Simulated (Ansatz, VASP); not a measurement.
# Sc2CS2: VASP beside Ansatz, part 2 of 3

One calculation is typed for both programs; each brings its own data sets. How far apart do they land? Of the first pair: The structure shown is the start of the Ansatz relaxation below; VASP solves that cell, so the two are compared at the walk's first step.

VASP 6.6.1 and Ansatz 0.2.0.

So far: Set-up; Ansatz: relaxation, PBEsol.

## (3) VASP: single point, PBEsol, start cell, pair 1

Level of this step: PBEsol; plane waves and PAW (S, Sc_sv, C) (VASP).

The same cell, functional, mesh and smearing now go to VASP, with its own data sets.

Lines of VASP's logs that name or quote its potential files are left out, and so is its time.

Contents of INCAR:

```
SYSTEM = Sc2CS2
PREC = Accurate
ENCUT = 520
EDIFF = 1E-06
NELM = 120
ISMEAR = -1
SIGMA = 0.05
LREAL = .FALSE.
ALGO = Normal
GGA = PS
NBANDS = 96
LASPH = .TRUE.
LORBIT = 11
LWAVE = .FALSE.
LCHARG = .FALSE.
ISIF = 2
GGA_COMPAT = .FALSE.
KPAR = 4
```

Contents of POSCAR:

```
Sc2CS2
1.0
    6.7000000000      0.0000000000      0.0000000000
   -3.3500000000      5.8023700000      0.0000000000
    0.0000000000      0.0000000000     20.4000000000
S Sc C
8 8 4
Direct
    0.0000000143      0.0000000287      0.6323529412
    0.0000000143      0.5000000287      0.6323529412
    0.5000000143      0.0000000287      0.6323529412
    0.5000000143      0.5000000287      0.6323529412
    0.3333333477      0.6666666954      0.3676470588
    0.3333333477      0.1666666954      0.3676470588
    0.8333333477      0.6666666954      0.3676470588
    0.8333333477      0.1666666954      0.3676470588
    0.3333333477      0.6666666954      0.5588235294
    0.3333333477      0.1666666954      0.5588235294
    0.8333333477      0.6666666954      0.5588235294
    0.8333333477      0.1666666954      0.5588235294
    0.0000000143      0.0000000287      0.4411764706
    0.0000000143      0.5000000287      0.4411764706
    0.5000000143      0.0000000287      0.4411764706
    0.5000000143      0.5000000287      0.4411764706
    0.1666666810      0.3333333621      0.5000000000
    0.1666666810      0.8333333621      0.5000000000
    0.6666666810      0.3333333621      0.5000000000
    0.6666666810      0.8333333621      0.5000000000
```

Contents of KPOINTS:

```
Automatic mesh
0
Gamma
6 6 1
0 0 0
```

The projector-augmented-wave data sets are S, Sc_sv and C (PBE family, release 64).

Command:

```
$ mpirun -np 4 vasp_std
```

Numbers of over 12 decimals in the logs are rounded to 6 here.

The program printed:

```text
[banner, memory and clock lines left out]
running    4 mpi-ranks, on    1 nodes
 distrk:  each k-point on    1 cores,    4 groups
 distr:  one band on    1 cores,    1 groups

 POSCAR found type information on POSCAR S ScC
 POSCAR found :  3 types and      20 ions
|                                                                             |
|               ----> ADVICE to this user running VASP <----                  |
|                                                                             |
|     You have a (more or less) 'large supercell' and for larger cells it     |
|     might be more efficient to use real-space projection operators.         |
|     Therefore, try LREAL= Auto in the INCAR file.                           |
|     Mind: For very accurate calculation, you might also keep the            |
|     reciprocal projection scheme (i.e. LREAL=.FALSE.).                      |
|                                                                             |

|                                                                             |
|               ----> ADVICE to this user running VASP <----                  |
|                                                                             |
|     You enforced a specific xc type in the INCAR file but a different       |
|     [... a line on the potential file left out ...]
|     I HOPE YOU KNOW WHAT YOU ARE DOING!                                     |
|                                                                             |

 LDA part: xc-table for (Slater+PW92), standard interpolation
 POSCAR, INCAR and KPOINTS ok, starting setup
 FFT: planning ... GRIDC
 FFT: planning ... GRID_SOFT
 FFT: planning ... GRID
 WAVECAR not read
 entering main loop
       N       E                     dE             d eps       ncg     rms          rms(c)
DAV:   1     0.280221984395E+04    0.28022E+04   -0.62691E+04  1496   0.137E+03
DAV:   2     0.328767946206E+03   -0.24735E+04   -0.24074E+04  1728   0.539E+02
DAV:   3    -0.122024129615E+03   -0.45079E+03   -0.43583E+03  2344   0.275E+02
DAV:   4    -0.163869535153E+03   -0.41845E+02   -0.40570E+02  2176   0.852E+01
DAV:   5    -0.165592518089E+03   -0.17230E+01   -0.17128E+01  2136   0.225E+01    0.428E+01
DAV:   6    -0.144811254772E+03    0.20781E+02   -0.13705E+02  2176   0.463E+01    0.205E+01
DAV:   7    -0.141999096689E+03    0.28122E+01   -0.20749E+01  2168   0.265E+01    0.111E+01
DAV:   8    -0.140555761819E+03    0.14433E+01   -0.63120E+00  2160   0.130E+01    0.509E+00
DAV:   9    -0.140555594237E+03    0.16758E-03   -0.11139E+00  2032   0.493E+00    0.201E+00
DAV:  10    -0.140535044149E+03    0.20550E-01   -0.14853E-01  2192   0.147E+00    0.130E+00
DAV:  11    -0.140521112470E+03    0.13932E-01   -0.37249E-02  1976   0.842E-01    0.362E-01
DAV:  12    -0.140521885576E+03   -0.77311E-03   -0.57458E-03  2208   0.257E-01    0.212E-01
DAV:  13    -0.140524658746E+03   -0.27732E-02   -0.10143E-02  1720   0.258E-01    0.154E-01
DAV:  14    -0.140525624730E+03   -0.96598E-03   -0.12242E-03  1984   0.140E-01    0.107E-01
[...]
DAV:  19    -0.140529817719E+03   -0.11540E-04   -0.51500E-05  1416   0.271E-02    0.163E-02
DAV:  20    -0.140530006669E+03   -0.18895E-03   -0.18277E-05  1384   0.130E-02    0.761E-03
DAV:  21    -0.140530086496E+03   -0.79827E-04   -0.79219E-06  1624   0.104E-02    0.635E-03
DAV:  22    -0.140530196461E+03   -0.10996E-03   -0.58617E-06  1248   0.643E-03    0.558E-03
DAV:  23    -0.140530230835E+03   -0.34374E-04   -0.23489E-06  1408   0.392E-03    0.286E-03
DAV:  24    -0.140530238536E+03   -0.77014E-05   -0.21119E-07  1024   0.277E-03    0.942E-04
DAV:  25    -0.140530244031E+03   -0.54953E-05   -0.36654E-07  1088   0.206E-03    0.885E-04
DAV:  26    -0.140530244846E+03   -0.81417E-06   -0.10699E-07   936   0.205E-03
   1 F= -.14053024E+03 E0= -.14047289E+03  d E =-.114715E+00
```

From OUTCAR (step 3):

```text
ion  position               nearest neighbor table
   1  0.000  0.000  0.632-  11 2.45  12 2.45  10 2.45
   2  0.000  0.500  0.632-  12 2.45  11 2.45   9 2.45
   3  0.500  0.000  0.632-   9 2.45  10 2.45  12 2.45
   4  0.500  0.500  0.632-  10 2.45   9 2.45  11 2.45
   5  0.333  0.667  0.368-  15 2.45  16 2.45  14 2.45
   6  0.333  0.167  0.368-  16 2.45  15 2.45  13 2.45
   7  0.833  0.667  0.368-  13 2.45  14 2.45  16 2.45
   8  0.833  0.167  0.368-  14 2.45  13 2.45  15 2.45
   9  0.333  0.667  0.559-  17 2.28  20 2.28  18 2.28   3 2.45   4 2.45   2 2.45  15 3.08  16 3.08
                            14 3.08  10 3.35  12 3.35  10 3.35  12 3.35  11 3.35  11 3.35
  10  0.333  0.167  0.559-  18 2.28  19 2.28  17 2.28   4 2.45   3 2.45   1 2.45  16 3.08  15 3.08
                            13 3.08   9 3.35  11 3.35   9 3.35  11 3.35  12 3.35  12 3.35
  11  0.833  0.667  0.559-  19 2.28  18 2.28  20 2.28   1 2.45   2 2.45   4 2.45  13 3.08  14 3.08
                            16 3.08  10 3.35  12 3.35  12 3.35  10 3.35   9 3.35   9 3.35
  12  0.833  0.167  0.559-  20 2.28  17 2.28  19 2.28   2 2.45   1 2.45   3 2.45  14 3.08  13 3.08
                            15 3.08   9 3.35  11 3.35  11 3.35   9 3.35  10 3.35  10 3.35
  13  0.000  0.000  0.441-  17 2.28  20 2.28  18 2.28   7 2.45   8 2.45   6 2.45  11 3.08  12 3.08
                            10 3.08  16 3.35  14 3.35  14 3.35  16 3.35  15 3.35  15 3.35
  14  0.000  0.500  0.441-  18 2.28  19 2.28  17 2.28   8 2.45   7 2.45   5 2.45  12 3.08  11 3.08
                             9 3.08  15 3.35  13 3.35  13 3.35  15 3.35  16 3.35  16 3.35
  15  0.500  0.000  0.441-  19 2.28  18 2.28  20 2.28   5 2.45   6 2.45   8 2.45   9 3.08  10 3.08
                            12 3.08  16 3.35  14 3.35  16 3.35  14 3.35  13 3.35  13 3.35
  16  0.500  0.500  0.441-  20 2.28  17 2.28  19 2.28   6 2.45   5 2.45   7 2.45  10 3.08   9 3.08
                            11 3.08  15 3.35  13 3.35  15 3.35  13 3.35  14 3.35  14 3.35
  17  0.167  0.333  0.500-   9 2.28  13 2.28  16 2.28  14 2.28  12 2.28  10 2.28
  18  0.167  0.833  0.500-  10 2.28  14 2.28  15 2.28  13 2.28  11 2.28   9 2.28
  19  0.667  0.333  0.500-  11 2.28  15 2.28  14 2.28  16 2.28  10 2.28  12 2.28
  20  0.667  0.833  0.500-  12 2.28  16 2.28  13 2.28  15 2.28   9 2.28  11 2.28

  LATTYP: Found a hexagonal cell.
 ALAT       =     6.7000000000
 C/A-ratio  =     3.0447761194

 Subroutine GETGRP returns: Found 12 space group operations
 (whereof  6 operations were pure point group operations)

The static configuration has the point symmetry C_3v.
 The point group associated with its full space group is D_3d.

 Found      7 irreducible k-points:

   k-points           NKPTS =      7   k-points in BZ     NKDIM =      7   number of bands    NBANDS=     96

   dimension x,y,z NGX =    50 NGY =   50 NGZ =  160
   dimension x,y,z NGXF=   100 NGYF=  100 NGZF=  320

   ENCUT  =  520.0 eV  38.22 Ry    6.18 a.u.  12.46 12.46 37.93*2*pi/ulx,y,z

   NELECT =     152.0000    total number of electrons

 k-points in reciprocal lattice and weights: Automatic mesh
   0.00000000  0.00000000  0.00000000       0.028
   0.16666667  0.00000000  0.00000000       0.167
   0.33333333 -0.00000000  0.00000000       0.167
   0.50000000 -0.00000000  0.00000000       0.083
   0.16666667  0.16666667  0.00000000       0.167
   0.33333333  0.16666667  0.00000000       0.333
   0.33333333  0.33333333  0.00000000       0.056

 average (electrostatic) potential at core
       1 -92.6159       2 -92.6159       3 -92.6159       4 -92.6159       5 -92.6159
       6 -92.6159       7 -92.6159       8 -92.6159       9 -50.8544      10 -50.8544
      11 -50.8544      12 -50.8544      13 -50.8544      14 -50.8544      15 -50.8544
      16 -50.8544      17 -55.4529      18 -55.4529      19 -55.4529      20 -55.4529

 E-fermi :  -2.4339

 k-point     1 :       0.0000    0.0000    0.0000
  band No.  band energies     occupation
    ...
     68      -2.9738      1.99996
     69      -2.9738      1.99996
     70      -2.6116      1.94438
     71      -2.6116      1.94438
     72      -2.6116      1.94438
     73      -2.3727      0.45488
     74      -2.3727      0.45487
     75      -2.1690      0.00995
     76      -2.1690      0.00995
     77      -2.1690      0.00995
    ...

 k-point     2 :       0.1667    0.0000    0.0000
  band No.  band energies     occupation
    ...
     72      -2.6542      1.97590
     73      -2.6008      1.93146
     74      -2.6008      1.93146
     75      -2.5299      1.74419
     76      -2.4098      0.76344
     77      -2.1749      0.01119
     78      -1.6827      0.00000
     79      -1.4970      0.00000
     80      -1.1765      0.00000
     81      -0.8197      0.00000
    ...

 k-point     3 :       0.3333   -0.0000    0.0000
  band No.  band energies     occupation
    ...
     72      -2.8574      1.99958
     73      -2.7235      1.99392
     74      -2.7235      1.99392
     75      -2.6063      1.93837
     76      -2.5251      1.72207
     77      -2.3155      0.17122
     78      -2.1474      0.00647
     79      -1.7297      0.00000
     80      -1.6383      0.00000
     81      -0.5924      0.00000
    ...

  Total       19.2556366     19.2556352     25.4292541      0.0000000      0.0000000      0.0000000
  in kB       38.9007590     38.9007562     51.3728683      0.0000000      0.0000000      0.0000000
  external PRESSURE =      43.0581278 kB  Pullay stress =       0.0000000 kB

  energy-cutoff  :      520.00
  volume of cell :      793.07
      direct lattice vectors                 reciprocal lattice vectors
     6.700000000  0.000000000  0.000000000     0.149253731  0.086171685  0.000000000
    -3.350000000  5.802370000  0.000000000     0.000000000  0.172343370  0.000000000
     0.000000000  0.000000000 20.400000000     0.000000000  0.000000000  0.049019608

 POSITION                                       TOTAL-FORCE (eV/Angst)
 -----------------------------------------------------------------------------------
     -0.00000      0.00000     12.90000        -0.000000     -0.000000      0.639918
     -1.67500      2.90119     12.90000         0.000000     -0.000000      0.639918
      3.35000      0.00000     12.90000        -0.000000     -0.000000      0.639918
      1.67500      2.90119     12.90000         0.000000     -0.000000      0.639918
      0.00000      3.86825      7.50000         0.000000     -0.000000     -0.639918
      1.67500      0.96706      7.50000         0.000000     -0.000000     -0.639918
      3.35000      3.86825      7.50000        -0.000000      0.000000     -0.639918
      5.02500      0.96706      7.50000         0.000000      0.000000     -0.639918
      0.00000      3.86825     11.40000         0.000000     -0.000000      1.227065
      1.67500      0.96706     11.40000         0.000000      0.000000      1.227065
      3.35000      3.86825     11.40000         0.000000     -0.000000      1.227065
      5.02500      0.96706     11.40000         0.000000      0.000000      1.227065
     -0.00000      0.00000      9.00000        -0.000000     -0.000000     -1.227065
     -1.67500      2.90119      9.00000        -0.000000     -0.000000     -1.227065
      3.35000      0.00000      9.00000        -0.000000     -0.000000     -1.227065
      1.67500      2.90119      9.00000        -0.000000      0.000000     -1.227065
     -0.00000      1.93412     10.20000        -0.000000     -0.000000      0.000000
     -1.67500      4.83531     10.20000         0.000000      0.000000      0.000000
      3.35000      1.93412     10.20000        -0.000000     -0.000000      0.000000
      1.67500      4.83531     10.20000         0.000000      0.000000      0.000000
 -----------------------------------------------------------------------------------
    total drift:                                0.000003     -0.002088      0.000105

  FREE ENERGIE OF THE ION-ELECTRON SYSTEM (eV)
  ---------------------------------------------------
  free  energy   TOTEN  =      -140.5302448456 eV

  energy  without entropy=     -140.4155296895  energy(sigma->0) =     -140.47288727

 total charge
# of ion       s       p       d       tot
------------------------------------------
    1        1.360   2.339   0.000   3.699
    2        1.360   2.339   0.000   3.699
    3        1.360   2.339   0.000   3.699
    4        1.360   2.339   0.000   3.699
    5        1.360   2.339   0.000   3.699
    6        1.360   2.339   0.000   3.699
    7        1.360   2.339   0.000   3.699
    8        1.360   2.339   0.000   3.699
    9        2.239   6.268   1.274   9.782
   10        2.239   6.268   1.274   9.782
   11        2.239   6.268   1.274   9.782
   12        2.239   6.268   1.274   9.782
   13        2.239   6.268   1.274   9.782
   14        2.239   6.268   1.274   9.782
   15        2.239   6.268   1.274   9.782
   16        2.239   6.268   1.274   9.782
   17        0.907   1.426   0.000   2.333
   18        0.907   1.426   0.000   2.333
   19        0.907   1.426   0.000   2.333
   20        0.907   1.426   0.000   2.333
--------------------------------------------------
tot         32.418  74.565  10.193 117.176

[... 3 further parts left out ...]
```

## (4) Differences

Known differences besides the potentials themselves: the cutoff is 420 eV in Ansatz and 520 eV in VASP; Ansatz makes its cores anew for this functional, VASP keeps those of its PBE data sets. Total energies have different zeros and are not compared.

Forces on 10 of the 20 atoms, those with the largest forces and the largest differences (eV/Å; atoms numbered as in POSCAR):

| atom | Ansatz x, y, z | VASP x, y, z |
| --- | --- | --- |
| S1 | 0.000, 0.000, 0.599 | 0.000, 0.000, 0.640 |
| S2 | 0.000, 0.000, 0.599 | 0.000, 0.000, 0.640 |
| S3 | 0.000, 0.000, 0.599 | 0.000, 0.000, 0.640 |
| Sc10 | 0.000, 0.000, 1.215 | 0.000, 0.000, 1.227 |
| Sc11 | 0.000, 0.000, 1.215 | 0.000, 0.000, 1.227 |
| Sc12 | 0.000, 0.000, 1.215 | 0.000, 0.000, 1.227 |
| Sc13 | 0.000, 0.000, -1.215 | 0.000, 0.000, -1.227 |
| Sc14 | 0.000, 0.000, -1.215 | 0.000, 0.000, -1.227 |
| Sc15 | 0.000, 0.000, -1.215 | 0.000, 0.000, -1.227 |
| Sc16 | 0.000, 0.000, -1.215 | 0.000, 0.000, -1.227 |

The forces differ by 16 meV/Å r.m.s., which is 3.1 % of the r.m.s. force of 0.505 eV/Å (both taken over all components). With vacuum in the cell, a pressure given here is an average over mostly empty space and none of the material.

(Part 2 of 3 ends here.)

[Lines on the potential files, build, host, timing and source positions are cut from VASP's logs without a mark.]

[Logs are printed without paths, hosts, clocks, repeated set-up lines and the standing remarks that a program may print on its own settings, such as how far it seeks lower states.]

[Hosts, paths, dates, database ids (printed as entryN), source tags and the programs' standing remarks are cut or masked in the printed files.]
